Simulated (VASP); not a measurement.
Energy against volume of SnTe (rock salt). Level of theory: vdW-DF2, VASP's PBE PAW potentials (set 64) (plane waves; VASP). Run with 520 eV cut-off, 7×7×7 Γ-centred mesh, Gaussian smearing of 0.050 eV, potentials Sn_d Te.

| V (Å³/atom) | E (eV/atom) |
|---|---|
| 34.889 | -0.99143 |
| 36.003 | -1.00312 |
| 37.116 | -1.00686 |
| 38.230 | -1.00381 |

Fit these four points and predict the energy of the run at 39.343 Å³/atom.

A cubic in V^(−2/3), the third-order Birch-Murnaghan form, passes through the four points with V0 = 37.14 Å³/atom and B0 = 32 GPa, and gives -0.9950 eV/atom there. The run gave -0.9950 eV/atom, -0.0 meV/atom from the fit; all five points give B0 = 32 GPa.

The compound is SnTe in the rock salt structure, which distorts at low temperature. It was relaxed first, which changed the volume by +18 %.
